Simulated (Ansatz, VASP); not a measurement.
# GaN in two plane-wave programs, part 2 of 2

Aim: how closely do two programs agree when they are given the same cell, functional and k mesh? The cell is taken from a series of runs on this material, whose earlier steps may have relaxed, scaled, displaced or heated it; both programs get it as it stands.

VASP 6.6.1 and Ansatz 0.2.0.

So far. Step 3 (VASP: single point, r2SCAN, spin-orbit coupling, pair 1): The run ends at a pressure of 0.00 GPa. Step 5 (Ansatz: single point, r2SCAN, spin-orbit coupling, pair …): The run ends at a pressure of 3.92 GPa.

**6. VASP: single point, r2SCAN, spin-orbit coupling, pair 2**

Level of this step: r2SCAN, spin-orbit coupling; plane waves and PAW (Ga_d, N) (VASP).

The same cell, functional, mesh and smearing now go to VASP, with its own data sets.

INCAR reads:

```
SYSTEM = GaN
PREC = Accurate
ENCUT = 660
EDIFF = 1E-06
NELM = 200
ISMEAR = 0
SIGMA = 0.02
LREAL = .FALSE.
ALGO = Normal
METAGGA = R2SCAN
LASPH = .TRUE.
LNONCOLLINEAR = .TRUE.
MAGMOM = 0 0 0 0 0 0
NBANDS = 30
GGA_COMPAT = .FALSE.
LSORBIT = .TRUE.
LORBIT = 11
LWAVE = .FALSE.
LCHARG = .FALSE.
ISIF = 2
EFERMI = MIDGAP
LMIXTAU = .TRUE.
KPAR = 2
```

POSCAR reads:

```
GaN
1.0
    0.0000000000      2.2039006239      2.2958388975
    2.2039006239      0.0000000000      2.2958388975
    2.2039006239      2.2039006239      0.0000000000
Ga N
1 1
Direct
    0.0000000000      0.0000000000      0.0000000000
    0.2500000000      0.2500000000      0.2500000000
```

KPOINTS reads:

```
Automatic mesh
0
Gamma
8 8 8
0 0 0
```

PAW data sets: Ga_d and N (PBE family, release 64).

Started as:

```
$ mpirun -np 2 vasp_ncl
```

Numbers of over 12 decimals in the logs are rounded to 6 here.

Log:

```text
[banner, memory and clock lines left out]
running    2 mpi-ranks, on    1 nodes
[...]
[... a notice as in an earlier step ...]

 LDA part: xc-table for (None), standard interpolation
 POSCAR, INCAR and KPOINTS ok, starting setup
[...]
entering main loop
       N       E                     dE             d eps       ncg     rms          rms(c)
DAV:   1     0.149049737193E+03    0.14905E+03   -0.99936E+03  6326   0.261E+03
DAV:   2    -0.418918312338E+01   -0.15324E+03   -0.14108E+03  5334   0.563E+02
DAV:   3    -0.259973466010E+02   -0.21808E+02   -0.21377E+02  6068   0.152E+02
DAV:   4    -0.268103284777E+02   -0.81298E+00   -0.81093E+00  6010   0.320E+01
[...]
DAV:  13    -0.218824706163E+02    0.43041E-02   -0.16834E-03  6018   0.499E-01    0.237E-01
DAV:  14    -0.218825037848E+02   -0.33169E-04   -0.18273E-04  6278   0.164E-01    0.178E-01
DAV:  15    -0.218825033232E+02    0.46168E-06   -0.70631E-06  6494   0.296E-02
   1 F= -.21882503E+02 E0= -.21882503E+02  d E =0.000000E+00  mag=    -0.0000    -0.0000    -0.0000
```

From OUTCAR (step 6):

```text
  Total        0.8010865      0.8010865     -0.0001612      0.0000000      0.0000000     -0.0000000
  in kB       57.5485771     57.5485771     -0.0115805      0.0000000      0.0000000     -0.0000000
  external PRESSURE =      38.3618579 kB  Pullay stress =       0.0000000 kB

 POSITION                                       TOTAL-FORCE (eV/Angst)
 -----------------------------------------------------------------------------------
      0.00000      0.00000      0.00000         0.000000      0.000000      0.000000
      1.10195      1.10195      1.14792        -0.000000     -0.000000     -0.000000
 -----------------------------------------------------------------------------------
    total drift:                               -0.000002     -0.000002     -0.000000

  FREE ENERGIE OF THE ION-ELECTRON SYSTEM (eV)
  ---------------------------------------------------
  free  energy   TOTEN  =       -21.8825033232 eV

  energy  without entropy=      -21.8825033232  energy(sigma->0) =      -21.88250332

 magnetization (x)
# of ion       s       p       d       tot
------------------------------------------
    1        0.000   0.000   0.000   0.000
    2        0.000   0.000   0.000   0.000
--------------------------------------------------
tot          0.000   0.000   0.000   0.000

 magnetization (y)
# of ion       s       p       d       tot
------------------------------------------
    1       -0.000   0.000   0.000  -0.000
    2        0.000   0.000   0.000   0.000
--------------------------------------------------
tot         -0.000   0.000   0.000  -0.000

 magnetization (z)
# of ion       s       p       d       tot
------------------------------------------
    1       -0.000   0.000   0.000   0.000
    2        0.000  -0.000   0.000  -0.000
--------------------------------------------------
tot         -0.000  -0.000   0.000  -0.000

[... 3 further parts left out ...]
[key lines of the parts left out:]
E-fermi :   6.4874
```

The run ends at a pressure of 3.84 GPa.

**7. Side by side**

Both answers:

```csv
quantity,Ansatz,VASP,difference
pressure (GPa),3.92,3.84,+0.08
gap on the k mesh (eV),2.226,2.211,+0.015
```

A gap on the mesh is an upper bound, since the band edges may lie between its points. VASP's last cycles still show a density residual of 2e-02, so its state may not be settled.

**8. Ansatz: single point, r2SCAN, spin-orbit coupling, pair 3**

A single point takes one fixed geometry, so differences don't come from the geometry; what else differs is listed under the comparison. The cell compared in this pair holds 22.42 Å³, against 22.30 Å³ for the pair before.

The cell is taken from a series of runs on this material, whose earlier steps may have relaxed, scaled, displaced or heated it; both programs get it as it stands.

input.yaml reads:

```yaml
crystal:
  lattice:
    - [0.0, 2.2151450149, 2.2842779862]
    - [2.2151450149, 0.0, 2.2842779862]
    - [2.2151450149, 2.2151450149, 0.0]
  atoms:
    - { symbol: Ga, position: [0.0, 0.0, 0.0] }
    - { symbol: "N", position: [0.25, 0.25, 0.25] }
kpoints:
  mp_grid: { grid: [8, 8, 8] }
hamiltonian:
  xc: r2scan
  pseudopotentials: { kind: paw_fr, azcp: { folder: soft_1 } }
scf:
  occupations: { method: gaussian, width: 0.02 }
output:
  forces: true
  stress: true
  eigenvalues: true
basis:
  ecutwfc: 600.0
magnetization:
  noncollinear: true
  spin_orbit: true
```

Started as:

```
$ ansatz run input.yaml --threads 4 --pin off --max-ram 9216MiB --backend cpu --events-out ev --progress --plain --runs-dir out
```

Log:

```text
[...]
Crystal: 2 atoms, lattice volume = 22.417 Å³
Basis set: ecut = 600 eV, 741 PW (Γ), exchange–correlation on 108×108×108 points (64 copies of the dense FFT grid, shifted against one another)
Bands: 26, of which v1, the nominal top of the filled ones, is band 18 counted from 1 (17 counted from 0)
Symmetry: 8 space group operations + 8 with time reversal
[...]
k-point 1: bands = [... 14 lower, 9.4436, 9.4484, 9.5679, 9.5724, 13.0901, 13.0906, 20.0650, 20.1136, ... 4 higher]
  k-point 2: bands = [... 14 lower, 9.0370, 9.0426, 9.2148, 9.2211, 14.3632, 14.3644, 19.2437, 19.2711, ... 4 higher]
  k-point 58: bands = [... 14 lower, 6.9656, 6.9656, 7.0071, 7.0071, 13.6048, 13.6048, 17.4204, 17.4204, ... 4 higher]
[key lines of the parts left out:]
SCF converged after 8 iterations
Magnetization: |M| = 0.0000 μB,  M = (+0.0000, +0.0000, +0.0000) μB
Free energy (F): -4173.875133 eV
Fermi energy:    10.837825 eV
P = ⅓ Tr σ = 2.8895 GPa (28.895 kbar)
```

The run ends at a pressure of 2.89 GPa.

**9. VASP: single point, r2SCAN, spin-orbit coupling, pair 3**

The same cell, functional, mesh and smearing now go to VASP, with its own data sets.

INCAR is that of step 6.

POSCAR reads:

```
GaN
1.0
    0.0000000000      2.2151450149      2.2842779862
    2.2151450149      0.0000000000      2.2842779862
    2.2151450149      2.2151450149      0.0000000000
Ga N
1 1
Direct
    0.0000000000      0.0000000000      0.0000000000
    0.2500000000      0.2500000000      0.2500000000
```

KPOINTS is that of step 6.

Started as:

```
$ mpirun -np 2 vasp_ncl
```

Log:

```text
[... set-up lines as in an earlier step ...]
 entering main loop
       N       E                     dE             d eps       ncg     rms          rms(c)
DAV:   1     0.148495403053E+03    0.14850E+03   -0.99655E+03  6334   0.260E+03
DAV:   2    -0.403798403987E+01   -0.15253E+03   -0.14007E+03  5314   0.559E+02
DAV:   3    -0.260116056143E+02   -0.21974E+02   -0.21490E+02  6026   0.153E+02
DAV:   4    -0.268129279656E+02   -0.80132E+00   -0.79939E+00  5984   0.318E+01
[...]
DAV:  13    -0.218906119078E+02    0.42369E-02   -0.16790E-03  6024   0.497E-01    0.228E-01
DAV:  14    -0.218906322803E+02   -0.20373E-04   -0.18139E-04  6124   0.159E-01    0.173E-01
DAV:  15    -0.218906324342E+02   -0.15390E-06   -0.63869E-06  6710   0.283E-02
   1 F= -.21890632E+02 E0= -.21890632E+02  d E =0.000000E+00  mag=     0.0000    -0.0000     0.0000
```

Parts of OUTCAR (step 9):

```text
  Total        0.6005583      0.6005583      0.0040239      0.0000000     -0.0000000      0.0000000
  in kB       42.9222509     42.9222509      0.2875923      0.0000000     -0.0000000      0.0000000
  external PRESSURE =      28.7106980 kB  Pullay stress =       0.0000000 kB

 POSITION                                       TOTAL-FORCE (eV/Angst)
 -----------------------------------------------------------------------------------
      0.00000      0.00000      0.00000        -0.000000     -0.000000      0.000000
      1.10757      1.10757      1.14214         0.000000      0.000000      0.000000
 -----------------------------------------------------------------------------------
    total drift:                               -0.000002     -0.000002     -0.000000

  FREE ENERGIE OF THE ION-ELECTRON SYSTEM (eV)
  ---------------------------------------------------
  free  energy   TOTEN  =       -21.8906324342 eV

  energy  without entropy=      -21.8906324342  energy(sigma->0) =      -21.89063243

 magnetization (x)
# of ion       s       p       d       tot
------------------------------------------
    1        0.000   0.000  -0.000  -0.000
    2        0.000   0.000   0.000   0.000
--------------------------------------------------
tot          0.000   0.000  -0.000   0.000

 magnetization (y)
# of ion       s       p       d       tot
------------------------------------------
    1        0.000   0.000   0.000   0.000
    2       -0.000   0.000   0.000  -0.000
--------------------------------------------------
tot         -0.000   0.000   0.000  -0.000

 magnetization (z)
# of ion       s       p       d       tot
------------------------------------------
    1        0.000  -0.000  -0.000  -0.000
    2        0.000   0.000   0.000   0.000
--------------------------------------------------
tot          0.000  -0.000  -0.000  -0.000

[... 1 part as in an earlier step ...]

[... 2 further parts left out ...]
[key lines of the parts left out:]
E-fermi :   6.4051
```

The run ends at a pressure of 2.87 GPa.

**10. Differences**

Both answers:

```csv
quantity,Ansatz,VASP,difference
pressure (GPa),2.89,2.87,+0.02
gap on the k mesh (eV),2.212,2.198,+0.015
```

A gap on the mesh is an upper bound, since the band edges may lie between its points. VASP's last cycles still show a density residual of 2e-02, so its state may not be settled.

**11. Summary of results**

```
difference in gap on the k mesh (single point, r2SCAN, spin-orbit coupling, pair 1) : 0.014 eV
difference in gap on the k mesh (single point, r2SCAN, spin-orbit coupling, pair 2) : 0.015 eV
difference in gap on the k mesh (single point, r2SCAN, spin-orbit coupling, pair 3) : 0.015 eV
```

The difference in gap on the k mesh is 0.015 eV (single point, r2SCAN, spin-orbit coupling, pair 2), within the 0.08 eV picked in this series as the mark of a large difference. 5 further pairs of this series are not shown here. How closely two codes agree says nothing of how well the functional describes the real material.

[Lines on the potential files, build, host, timing and source positions are cut from VASP's logs without a mark.]

[Logs are printed without paths, hosts, clocks, repeated set-up lines and the standing remarks that a program may print on its own settings, such as how far it seeks lower states.]

[Hosts, paths, dates, database ids (printed as entryN), source tags and the programs' standing remarks are cut or masked in the printed files.]
